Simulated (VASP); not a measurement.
Consider the following.

```yaml
crystal:
  lattice:
    - [0.00000, 1.95243, 1.95243]
    - [1.95243, 0.00000, 1.95243]
    - [1.95243, 1.95243, 0.00000]
  atoms:
    - { symbol: Ir, position: [0.00000, 0.00000, 0.00000] }
```

All values below come from vdW-DF2, VASP's PBE PAW potentials (set 64) (plane waves; VASP). Run with 520 eV cut-off, 16×16×16 Γ-centred mesh, first-order Methfessel-Paxton smearing of 0.10 eV, potentials Ir.

Unless said otherwise, spin-orbit coupling is left out, though it shifts the bands of the heavy elements here.

Problem. Predict the energy per atom (σ→0), pressure, band gap (on the k-mesh) with the smallest direct gap where there is one.

Solution. 
```json
{
 "band gap (on the k-mesh)": "none (metal, semimetal or under 0.01 eV)",
 "energy per atom (σ→0)": "-4.904 eV/atom",
 "pressure": "19.16 GPa"
}
```

Only differences to runs with the same potentials and settings are physical.

The compound is Ir in the fcc structure. This cell is one point of a volume scan, at 0.94 of the reference volume.
